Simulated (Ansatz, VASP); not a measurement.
# AgCl: VASP beside Ansatz

Wanted: the spread between two codes on one cell, functional and k mesh. The cell is taken from a series of runs on this material, whose earlier steps may have relaxed, scaled, displaced or heated it; both programs get it as it stands.

Calculated with Ansatz 0.2.0; plane waves, with VASP 6.6.1 beside it; zone-centre phonons at LDA.

### Step 1. Set-up

Symmetry: Fm-3m, No. 225, cubic system. The conventional cell has a = 5.354 Å, b = 5.354 Å, c = 5.354 Å, α = 90.00°, β = 90.00°, γ = 90.00°. Nearest to Ag lie 6 Cl at 2.68 Å. Nearest to Cl lie 6 Ag at 2.68 Å. Farther neighbours and most contacts between anions are not listed.

Structure file:

```xyz
2
Lattice="0.0000 2.6771 2.6771 2.6771 0.0000 2.6771 2.6771 2.6771 0.0000" Properties=species:S:1:pos:R:3 pbc="T T T"
Ag    0.0000    0.0000    0.0000
Cl    2.6771    2.6771    2.6771
```

### Step 2. VASP: zone-centre phonons, LDA

Second derivatives magnify differences that forces hide, and they need a tight electronic threshold.

Lines of VASP's logs that name or quote its potential files are left out, and so is its time.

The input, INCAR:

```
SYSTEM = AgCl
PREC = Accurate
ENCUT = 500
EDIFF = 1E-08
NELM = 120
ISMEAR = 0
SIGMA = 0.01
LREAL = .FALSE.
ALGO = Normal
GGA = CA
NBANDS = 15
LASPH = .TRUE.
LORBIT = 11
LWAVE = .FALSE.
LCHARG = .FALSE.
ISIF = 2
IBRION = 8
LEPSILON = .TRUE.
GGA_COMPAT = .FALSE.
EFERMI = MIDGAP
```

The input, POSCAR:

```
AgCl
1.0
    0.0000000000      2.6770870220      2.6770870220
    2.6770870220      0.0000000000      2.6770870220
    2.6770870220      2.6770870220      0.0000000000
Ag Cl
1 1
Direct
    0.0000000000      0.0000000000      0.0000000000
    0.5000000000      0.5000000000      0.5000000000
```

The input, KPOINTS:

```
Automatic mesh
0
Gamma
8 8 8
0 0 0
```

The projector-augmented-wave data sets are Ag and Cl (LDA family, release 64).

Started as:

```sh
$ mpirun -np 1 vasp_std
```

Numbers of over 12 decimals in the logs are rounded to 6 here.

What it wrote:

```text
[banner, memory and clock lines left out]
running    1 mpi-ranks, on    1 nodes
 distrk:  each k-point on    1 cores,    1 groups
 distr:  one band on    1 cores,    1 groups

 POSCAR found type information on POSCAR AgCl
 POSCAR found :  2 types and       2 ions
 LDA part: xc-table for (Slater(with rela. corr.)+CA(PZ))
 , standard interpolation
 POSCAR, INCAR and KPOINTS ok, starting setup
 FFT: planning ... GRIDC
 FFT: planning ... GRID_SOFT
 FFT: planning ... GRID
 WAVECAR not read
 entering main loop
       N       E                     dE             d eps       ncg     rms          rms(c)
DAV:   1     0.971237040114E+02    0.97124E+02   -0.85468E+03   894   0.106E+03
DAV:   2    -0.348861201191E+01   -0.10061E+03   -0.92981E+02  1080   0.232E+02
DAV:   3    -0.692443793991E+01   -0.34358E+01   -0.34278E+01  1024   0.456E+01
DAV:   4    -0.694843341410E+01   -0.23995E-01   -0.23992E-01  1143   0.412E+00
DAV:   5    -0.694874648350E+01   -0.31307E-03   -0.31307E-03  1045   0.461E-01    0.854E+00
DAV:   6    -0.680215061286E+01    0.14660E+00   -0.25708E-01  1126   0.722E+00    0.554E+00
DAV:   7    -0.679536606995E+01    0.67845E-02   -0.65596E-02  1031   0.184E+00    0.217E+00
DAV:   8    -0.679308221520E+01    0.22839E-02   -0.34459E-03  1059   0.582E-01    0.256E-01
DAV:   9    -0.679299814078E+01    0.84074E-04   -0.35593E-04  1143   0.233E-01    0.304E-02
DAV:  10    -0.679300259134E+01   -0.44506E-05   -0.12977E-05  1038   0.387E-02    0.116E-02
DAV:  11    -0.679300313290E+01   -0.54157E-06   -0.92839E-07  1108   0.915E-03    0.372E-03
DAV:  12    -0.679300306459E+01    0.68309E-07   -0.15675E-07  1094   0.295E-03    0.166E-03
DAV:  13    -0.679300306253E+01    0.20632E-08   -0.25641E-08  1038   0.126E-03
   1 F= -.67930031E+01 E0= -.67930031E+01  d E =0.000000E+00
 Linear response reoptimize wavefunctions to high precision
DAV:   1    -0.679300306232E+01    0.21123E-09   -0.79721E-10   813   0.237E-04
DAV:   2    -0.679300306231E+01    0.10459E-10   -0.12735E-10   610   0.883E-05
 Linear response G [H, r] |phi>, progress :
  Direction:   1
       N       E                     dE             d eps       ncg     rms
RMM:   1    -0.809443967135E+02   -0.80944E+02   -0.48797E+01  1964   0.709E+01
RMM:   2    -0.703828961517E+02    0.10562E+02   -0.44896E+00  1431   0.155E+01
RMM:   3    -0.704086034999E+02   -0.25707E-01   -0.54329E-02  1452   0.166E+00
RMM:   4    -0.704090494805E+02   -0.44598E-03   -0.87921E-04  1521   0.213E-01
RMM:   5    -0.704090705261E+02   -0.21046E-04   -0.23804E-06  1561   0.301E-02
RMM:   6    -0.704090722404E+02   -0.17143E-05    0.61621E-07  1601   0.478E-03
RMM:   7    -0.704090724371E+02   -0.19673E-06   -0.52466E-06  1581   0.121E-03
RMM:   8    -0.704090726385E+02   -0.20139E-06   -0.27281E-05  1279   0.674E-04
RMM:   9    -0.704090726273E+02    0.11179E-07   -0.15496E-06  1028   0.611E-04
RMM:  10    -0.704090726358E+02   -0.85075E-08   -0.19774E-06   984   0.610E-04
RMM:  11    -0.704090726376E+02   -0.17841E-08    0.54853E-06   939   0.609E-04
RMM:  12    -0.704090726405E+02   -0.28351E-08   -0.32645E-07   867   0.609E-04
 Linear response G [H, r] |phi>, progress :
  Direction:   2
       N       E                     dE             d eps       ncg     rms
RMM:   1    -0.812113297135E+02   -0.81211E+02   -0.71155E+01  1920   0.689E+01
RMM:   2    -0.745647985046E+02    0.66465E+01   -0.34405E+00  1424   0.137E+01
RMM:   3    -0.745950098880E+02   -0.30211E-01   -0.43653E-02  1435   0.154E+00
RMM:   4    -0.745955761317E+02   -0.56624E-03   -0.82955E-04  1510   0.200E-01
RMM:   5    -0.745955912586E+02   -0.15127E-04   -0.15985E-05  1535   0.283E-02
RMM:   6    -0.745955915618E+02   -0.30324E-06   -0.15518E-06  1581   0.449E-03
RMM:   7    -0.745955915810E+02   -0.19190E-07   -0.34317E-06  1558   0.113E-03
RMM:   8    -0.745955915468E+02    0.34246E-07   -0.13169E-05  1256   0.632E-04
RMM:   9    -0.745955915291E+02    0.17629E-07    0.68856E-06  1013   0.575E-04
RMM:  10    -0.745955915270E+02    0.21062E-08    0.56821E-05   946   0.573E-04
RMM:  11    -0.745955915325E+02   -0.55038E-08    0.25793E-05   885   0.572E-04
RMM:  12    -0.745955915296E+02    0.28888E-08    0.55176E-05   815   0.573E-04
 Linear response G [H, r] |phi>, progress :
  Direction:   3
       N       E                     dE             d eps       ncg     rms
RMM:   1    -0.750515640067E+02   -0.75052E+02    0.15358E+01  1816   0.692E+01
RMM:   2    -0.684874525904E+02    0.65641E+01   -0.35863E+00  1428   0.137E+01
RMM:   3    -0.685164375647E+02   -0.28985E-01   -0.48701E-02  1430   0.150E+00
RMM:   4    -0.685170184610E+02   -0.58090E-03   -0.77777E-04  1493   0.191E-01
RMM:   5    -0.685170329041E+02   -0.14443E-04   -0.10555E-05  1520   0.268E-02
RMM:   6    -0.685170337442E+02   -0.84020E-06    0.53580E-07  1533   0.429E-03
RMM:   7    -0.685170338423E+02   -0.98033E-07   -0.56542E-07  1466   0.108E-03
RMM:   8    -0.685170342513E+02   -0.40901E-06   -0.95028E-06  1170   0.618E-04
RMM:   9    -0.685170342923E+02   -0.40994E-07    0.59093E-06   968   0.563E-04
RMM:  10    -0.685170343366E+02   -0.44320E-07    0.10265E-04   908   0.563E-04
RMM:  11    -0.685170343358E+02    0.79359E-09   -0.12664E-05   857   0.560E-04
RMM:  12    -0.685170343479E+02   -0.12046E-07   -0.68432E-06   760   0.559E-04
 Linear response to external field (no local field effect), progress :
[...]
RMM:   2    -0.540514219661E+00   -0.26584E-01   -0.97648E-03  2910   0.601E-01    0.106E+00
RMM:   3    -0.516440135584E+00    0.24074E-01   -0.21093E-02  2762   0.749E-01    0.538E-01
RMM:   4    -0.518980529714E+00   -0.25404E-02   -0.11771E-02  2874   0.582E-01    0.159E-01
RMM:   5    -0.523197146215E+00   -0.42166E-02   -0.38897E-04  2838   0.136E-01    0.147E-02
RMM:   6    -0.523473553230E+00   -0.27641E-03   -0.21282E-05  2916   0.303E-02    0.703E-03
RMM:   7    -0.523608051262E+00   -0.13450E-03   -0.16048E-06  2900   0.818E-03    0.258E-03
RMM:   8    -0.523630924287E+00   -0.22873E-04   -0.12025E-07  2993   0.248E-03    0.778E-04
RMM:   9    -0.523636748110E+00   -0.58238E-05    0.21209E-07  2971   0.118E-03    0.868E-05
RMM:  10    -0.523636957035E+00   -0.20892E-06    0.16647E-06  2958   0.264E-04    0.179E-05
RMM:  11    -0.523637014712E+00   -0.57677E-07   -0.13553E-07  1537   0.615E-05    0.478E-06
 change of polarisation eV/A/(eV/A) component  1 :     1.013     0.233     0.069
 dielectric tensor                  component  1 :     5.775     1.100     0.327
 Linear response to external field, progress :
  Direction:   2
       N       E                     dE             d eps       ncg     rms          rms(c)
RMM:   1    -0.514292004553E+00   -0.51429E+00   -0.21263E+00  3587   0.335E+00
RMM:   2    -0.540515969971E+00   -0.26224E-01   -0.97175E-03  2906   0.605E-01    0.106E+00
RMM:   3    -0.516439781744E+00    0.24076E-01   -0.21112E-02  2764   0.750E-01    0.538E-01
RMM:   4    -0.518980785146E+00   -0.25410E-02   -0.11780E-02  2885   0.583E-01    0.159E-01
RMM:   5    -0.523198535915E+00   -0.42178E-02   -0.38896E-04  2832   0.136E-01    0.147E-02
RMM:   6    -0.523474906431E+00   -0.27637E-03   -0.21249E-05  2913   0.303E-02    0.701E-03
RMM:   7    -0.523609295677E+00   -0.13439E-03   -0.16173E-06  2912   0.817E-03    0.258E-03
RMM:   8    -0.523632151148E+00   -0.22855E-04   -0.11097E-07  2990   0.247E-03    0.772E-04
RMM:   9    -0.523638014995E+00   -0.58638E-05    0.33567E-07  2979   0.117E-03    0.864E-05
RMM:  10    -0.523638221197E+00   -0.20620E-06    0.18813E-06  2947   0.263E-04    0.178E-05
RMM:  11    -0.523638278789E+00   -0.57592E-07   -0.23937E-07  1526   0.617E-05    0.479E-06
 change of polarisation eV/A/(eV/A) component  2 :     0.233     1.013    -0.013
 dielectric tensor                  component  2 :     1.097     5.775    -0.060
 Linear response to external field, progress :
  Direction:   3
       N       E                     dE             d eps       ncg     rms          rms(c)
RMM:   1    -0.514368847593E+00   -0.51437E+00   -0.21270E+00  3587   0.336E+00
RMM:   2    -0.540516536218E+00   -0.26148E-01   -0.96720E-03  2908   0.605E-01    0.106E+00
RMM:   3    -0.516442967214E+00    0.24074E-01   -0.21123E-02  2767   0.750E-01    0.538E-01
RMM:   4    -0.518988936687E+00   -0.25460E-02   -0.11792E-02  2887   0.583E-01    0.159E-01
RMM:   5    -0.523206448584E+00   -0.42175E-02   -0.38912E-04  2835   0.136E-01    0.147E-02
RMM:   6    -0.523483264964E+00   -0.27682E-03   -0.21295E-05  2912   0.303E-02    0.700E-03
RMM:   7    -0.523616907069E+00   -0.13364E-03   -0.15826E-06  2905   0.816E-03    0.257E-03
RMM:   8    -0.523639774708E+00   -0.22868E-04   -0.11939E-07  2995   0.248E-03    0.771E-04
RMM:   9    -0.523645629862E+00   -0.58552E-05    0.86042E-08  2959   0.117E-03    0.863E-05
RMM:  10    -0.523645835741E+00   -0.20588E-06    0.71468E-07  2942   0.267E-04    0.177E-05
RMM:  11    -0.523645893769E+00   -0.58028E-07   -0.65166E-07  1538   0.664E-05    0.479E-06
 change of polarisation eV/A/(eV/A) component  3 :     0.068     0.146     1.013
 dielectric tensor                  component  3 :     0.322     0.688     5.775
 Linear response DOF=           2
 Linear response progress:
  Degree of freedom:   1/  2
       N       E                     dE             d eps       ncg     rms          rms(c)
RMM:   1    -0.306709317020E+00   -0.30671E+00   -0.22070E-01  2725   0.363E+00
RMM:   2    -0.302288183593E+00    0.44211E-02   -0.25330E-03  2699   0.378E-01    0.572E-02
RMM:   3    -0.302178402799E+00    0.10978E-03   -0.25773E-05  3047   0.407E-02    0.372E-02
RMM:   4    -0.302052114775E+00    0.12629E-03   -0.35526E-06  3085   0.141E-02    0.140E-03
RMM:   5    -0.302064459357E+00   -0.12345E-04   -0.49023E-08  3146   0.143E-03    0.856E-04
RMM:   6    -0.302071666920E+00   -0.72076E-05   -0.10307E-08  3119   0.569E-04    0.130E-04
RMM:   7    -0.302072685103E+00   -0.10182E-05   -0.66520E-09  3185   0.171E-04    0.414E-05
RMM:   8    -0.302072559427E+00    0.12568E-06   -0.63126E-09  3249   0.547E-05    0.200E-05
RMM:   9    -0.302072342008E+00    0.21742E-06   -0.69229E-09  3258   0.481E-05    0.680E-07
RMM:  10    -0.302072346323E+00   -0.43147E-08   -0.86457E-09  2442   0.384E-05    0.285E-07
 first order change of Fermi-energy  -0.23862E-03
 force on displaced ion       1 direction 1 :  -1.684   0.000   0.000
 Born effective charge ion    1 direction 1 :   1.408   0.000   0.000
 Linear response progress:
  Degree of freedom:   2/  2
       N       E                     dE             d eps       ncg     rms          rms(c)
RMM:   1    -0.185257235560E+00   -0.18526E+00    0.42646E-02  4039   0.265E+00
RMM:   2    -0.183740484574E+00    0.15168E-02   -0.19329E-03  2764   0.314E-01    0.739E-02
RMM:   3    -0.183931653190E+00   -0.19117E-03   -0.41470E-05  2853   0.445E-02    0.384E-02
RMM:   4    -0.184149968483E+00   -0.21832E-03   -0.18709E-05  2861   0.257E-02    0.482E-03
RMM:   5    -0.184144765780E+00    0.52027E-05   -0.85529E-07  2913   0.619E-03    0.246E-03
RMM:   6    -0.184145571988E+00   -0.80621E-06   -0.10249E-08  2914   0.745E-04    0.136E-03
RMM:   7    -0.184150950408E+00   -0.53784E-05   -0.37205E-08  2768   0.703E-04    0.173E-04
RMM:   8    -0.184150326404E+00    0.62400E-06   -0.89300E-09  2992   0.152E-04    0.990E-05
RMM:   9    -0.184149429648E+00    0.89676E-06    0.15804E-08  2941   0.144E-04    0.715E-06
RMM:  10    -0.184149410160E+00    0.19488E-07   -0.16949E-07  3057   0.457E-05    0.246E-06
RMM:  11    -0.184149425265E+00   -0.15105E-07   -0.95828E-08  2749   0.314E-05    0.482E-07
RMM:  12    -0.184149421087E+00    0.41782E-08   -0.75826E-08  1871   0.296E-05    0.276E-07
 first order change of Fermi-energy   0.74023E-03
 force on displaced ion       2 direction 1 :  -1.674   0.000   0.000
 Born effective charge ion    2 direction 1 :  -1.412   0.000   0.000
 Born effective charges drift removed
 Linear response finished
```

From OUTCAR (step 2):

```text
ion  position               nearest neighbor table
   1  0.000  0.000  0.000-   2 2.68   2 2.68   2 2.68   2 2.68   2 2.68   2 2.68
   2  0.500  0.500  0.500-   1 2.68   1 2.68   1 2.68   1 2.68   1 2.68   1 2.68

  LATTYP: Found a face centered cubic cell.
 ALAT       =     5.3541740440

 Subroutine GETGRP returns: Found 48 space group operations
 (whereof 48 operations were pure point group operations)

The static configuration has the point symmetry O_h .

 Found     29 irreducible k-points:

   k-points           NKPTS =     29   k-points in BZ     NKDIM =     29   number of bands    NBANDS=     15

   dimension x,y,z NGX =    28 NGY =   28 NGZ =   28
   dimension x,y,z NGXF=    56 NGYF=   56 NGZF=   56

   ENCUT  =  500.0 eV  36.75 Ry    6.06 a.u.   6.90  6.90  6.90*2*pi/ulx,y,z

   NELECT =      18.0000    total number of electrons

 k-points in reciprocal lattice and weights: Automatic mesh
   0.00000000  0.00000000  0.00000000       0.002
   0.12500000  0.00000000  0.00000000       0.016
   0.25000000  0.00000000  0.00000000       0.016
   0.37500000  0.00000000  0.00000000       0.016
   0.50000000  0.00000000  0.00000000       0.008
   0.12500000  0.12500000  0.00000000       0.012
   0.25000000  0.12500000  0.00000000       0.047
   0.37500000  0.12500000  0.00000000       0.047
   0.50000000  0.12500000  0.00000000       0.047
[...]
-0.37500000  0.50000000  0.12500000       0.023
  -0.25000000  0.50000000  0.25000000       0.012

 average (electrostatic) potential at core
       1 -72.5585       2 -94.6215

  Total        0.0066563      0.0066563      0.0066563     -0.0000000      0.0000000     -0.0000000
  in kB        0.2779245      0.2779245      0.2779245     -0.0000000      0.0000000     -0.0000000
  external PRESSURE =       0.2779245 kB  Pullay stress =       0.0000000 kB

  energy-cutoff  :      500.00
  volume of cell :       38.37
      direct lattice vectors                 reciprocal lattice vectors
     0.000000000  2.677087022  2.677087022    -0.186770171  0.186770171  0.186770171
     2.677087022  0.000000000  2.677087022     0.186770171 -0.186770171  0.186770171
     2.677087022  2.677087022  0.000000000     0.186770171  0.186770171 -0.186770171

 POSITION                                       TOTAL-FORCE (eV/Angst)
 -----------------------------------------------------------------------------------
      0.00000      0.00000      0.00000         0.000000      0.000000     -0.000000
      2.67709      2.67709      2.67709         0.000000      0.000000      0.000000
 -----------------------------------------------------------------------------------
    total drift:                                0.000000      0.000000      0.000000

 MACROSCOPIC STATIC DIELECTRIC TENSOR (including local field effects in DFT)
 ------------------------------------------------------
           5.775485    -0.000000     0.000000
          -0.000000     5.775485     0.000000
          -0.000000    -0.000000     5.775485
 ------------------------------------------------------

 PIEZOELECTRIC TENSOR (including local field effects)  for field in x, y, z        (C/m^2)
          XX          YY          ZZ          XY          YZ          ZX
  --------------------------------------------------------------------------------
  x     0.00000     0.00000     0.00000     0.00000     0.00000     0.00000
  y     0.00000     0.00000     0.00000     0.00000     0.00000     0.00000
  z     0.00000     0.00000     0.00000     0.00000     0.00000     0.00000

 BORN EFFECTIVE CHARGES (including local field effects) (in |e|, cummulative output)
 ---------------------------------------------------------------------------------
 ion    1
    1     1.41013     0.00000    -0.00000
    2     0.00000     1.41013     0.00000
    3    -0.00000     0.00000     1.41013
 ion    2
    1    -1.41013     0.00000     0.00000
    2     0.00000    -1.41013    -0.00000
    3     0.00000    -0.00000    -1.41013

 Eigenvectors and eigenvalues of the dynamical matrix
 ----------------------------------------------------

   1 f  =    3.918542 THz    24.620924 2PiTHz  130.708481 cm-1    16.205779 meV
             X         Y         Z           dx          dy          dz
      0.000000  0.000000  0.000000     0.498465    0.000000    0.000000
      2.677087  2.677087  2.677087    -0.866910   -0.000000    0.000000

   2 f  =    3.918542 THz    24.620924 2PiTHz  130.708481 cm-1    16.205779 meV
             X         Y         Z           dx          dy          dz
      0.000000  0.000000  0.000000     0.000000    0.000000   -0.498465
      2.677087  2.677087  2.677087     0.000000    0.000000    0.866910

   3 f  =    3.918542 THz    24.620924 2PiTHz  130.708481 cm-1    16.205779 meV
             X         Y         Z           dx          dy          dz
      0.000000  0.000000  0.000000    -0.000000    0.498465    0.000000
      2.677087  2.677087  2.677087     0.000000   -0.866910    0.000000

   4 f/i=    0.004990 THz     0.031354 2PiTHz    0.166456 cm-1     0.020638 meV
             X         Y         Z           dx          dy          dz
      0.000000  0.000000  0.000000     0.856329   -0.131521    0.030577
      2.677087  2.677087  2.677087     0.492382   -0.075623    0.017582

   5 f/i=    0.004990 THz     0.031354 2PiTHz    0.166456 cm-1     0.020638 meV
             X         Y         Z           dx          dy          dz
      0.000000  0.000000  0.000000    -0.134472   -0.848448    0.116559
      2.677087  2.677087  2.677087    -0.077320   -0.487850    0.067020

   6 f/i=    0.004990 THz     0.031354 2PiTHz    0.166456 cm-1     0.020638 meV
             X         Y         Z           dx          dy          dz
      0.000000  0.000000  0.000000    -0.012243    0.119879    0.858494
      2.677087  2.677087  2.677087    -0.007040    0.068929    0.493626

 MACROSCOPIC STATIC DIELECTRIC TENSOR IONIC CONTRIBUTION
 ------------------------------------------------------
           5.585124    -0.000000    -0.000000
          -0.000000     5.585124     0.000000
          -0.000000     0.000000     5.585124
 ------------------------------------------------------

 ELASTIC MODULI CONTR FROM IONIC RELAXATION (kBar)
 Direction    XX          YY          ZZ          XY          YZ          ZX
 --------------------------------------------------------------------------------
 XX           0.0000      0.0000      0.0000      0.0000      0.0000      0.0000
 YY           0.0000      0.0000      0.0000      0.0000      0.0000      0.0000
 ZZ           0.0000      0.0000      0.0000      0.0000      0.0000      0.0000
 XY           0.0000      0.0000      0.0000      0.0000      0.0000      0.0000
 YZ           0.0000      0.0000      0.0000      0.0000      0.0000      0.0000
 ZX           0.0000      0.0000      0.0000      0.0000      0.0000      0.0000
 --------------------------------------------------------------------------------

 PIEZOELECTRIC TENSOR IONIC CONTR  for field in x, y, z        (C/m^2)
          XX          YY          ZZ          XY          YZ          ZX
  --------------------------------------------------------------------------------
  x     0.00000     0.00000     0.00000     0.00000     0.00000     0.00000
  y     0.00000     0.00000     0.00000     0.00000     0.00000     0.00000
  z     0.00000     0.00000     0.00000     0.00000     0.00000     0.00000
```

[end of part 1 of 2]

[Lines on the potential files, build, host, timing and source positions are cut from VASP's logs without a mark.]

[Logs are printed without paths, hosts, clocks, repeated set-up lines and the standing remarks that a program may print on its own settings, such as how far it seeks lower states.]

[Hosts, paths, dates, database ids (printed as entryN), source tags and the programs' standing remarks are cut or masked in the printed files.]
